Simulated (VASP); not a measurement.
Here is the system:

```yaml
crystal:
  lattice:
    - [3.70536, 0.00000, 0.00000]
    - [0.00000, 3.70536, 0.00000]
    - [0.00000, 0.00000, 4.38999]
  atoms:
    - { symbol: Sn, position: [0.50000, 0.00000, 0.73690] }
    - { symbol: Sn, position: [0.00000, 0.50000, 0.26310] }
    - { symbol: O, position: [0.50000, 0.50000, 0.00000] }
    - { symbol: O, position: [0.00000, 0.00000, 0.00000] }
```

All values below come from LDA (Ceperley-Alder, Perdew-Zunger), VASP's LDA PAW potentials (set 64) (plane waves; VASP). Run with 620 eV cut-off, 8×8×7 Γ-centred mesh, first-order Methfessel-Paxton smearing of 0.10 eV, potentials Sn_d O.

Unless said otherwise, spin-orbit coupling is left out, though it shifts the bands of the heavy elements here.

Q: Estimate the energy per atom (σ→0), pressure, band gap (on the k-mesh) with the smallest direct gap where there is one.

A: 
```json
{
 "band gap (on the k-mesh)": "none (metal, semimetal or under 0.01 eV)",
 "energy per atom (σ→0)": "-6.414 eV/atom",
 "pressure": "5.06 GPa"
}
```

Only differences to runs with the same potentials and settings are physical.

The compound is SnO in the litharge structure. It was relaxed first under an external pressure of 5 GPa.
